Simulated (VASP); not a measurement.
An input for Ansatz (written as the equivalent of a VASP run, and not itself run):

Ansatz 0.2 input:
```yaml
crystal:
  lattice:
    - [3.7774410, 0.0000000, 0.0000000]
    - [-1.8887205, 3.2713598, 0.0000000]
    - [0.0000000, 0.0000000, 6.6442153]
  atoms:
    - { symbol: Rh, position: [0.3333330, 0.6666670, 0.0070480] }
    - { symbol: Rh, position: [0.6666670, 0.3333330, 0.5070480] }
    - { symbol: Se, position: [0.3333330, 0.6666670, 0.3679520] }
    - { symbol: Se, position: [0.6666670, 0.3333330, 0.8679520] }
kpoints:
  mp_grid: { grid: [9, 9, 4] }
hamiltonian:
  xc: r2scan
  pseudopotentials: { kind: paw }
scf:
  occupations: { method: methfessel_paxton, width: 0.1 }
  max_iter: 100
relax:
  max_steps: 60
  f_tol: 0.02
  cell: {}
output: { forces: true, stress: true, eigenvalues: true }
```

Q: Write the VASP files for the same calculation (r2SCAN).

A: Several could match; the one computed here: 
### INCAR
```
ALGO=Normal
EDIFF=1E-6
EDIFFG=-0.02
ENCUT=400
IBRION=2
ISIF=3
ISMEAR=1
LASPH=.TRUE.
LCHARG=.FALSE.
LMAXMIX=4
LMIXTAU=.TRUE.
LREAL=.FALSE.
LWAVE=.FALSE.
METAGGA=R2SCAN
NELM=100
NSW=60
PREC=Accurate
SIGMA=0.1
SYSTEM=RhSe
```

### POSCAR
```
RhSe
1
    3.7774409910     0.0000000000    -0.0000000000
   -1.8887204955     3.2713598274    -0.0000000000
   -0.0000000000     0.0000000000     6.6442153083
Rh Se
2 2
Direct
  0.3333330000   0.6666670000   0.0070479584
  0.6666670000   0.3333330000   0.5070479584
  0.3333330000   0.6666670000   0.3679520416
  0.6666670000   0.3333330000   0.8679520416
```

File KPOINTS:
```
Regular mesh
0
gamma
 9 9 4
0 0 0
```

POTCAR, in this order: Rh_pv Se (PBE.64 set). Program: vasp_std.

Limits of the translation: each code has its own PAW files, so the cut-off isn't converted (ENCUT is set for VASP's; basis.ecutwfc is left out, and Ansatz then takes the one that its files recommend); Ansatz stops its SCF on the density residual and VASP on the energy change (EDIFF).

The structure was generated: RhSe was put into the wurtzite type (P6_3mc), which need not be its known phase. This run relaxes it. Symmetry was kept, so distortions that lower it aren't found. The start is the result of an earlier pass.
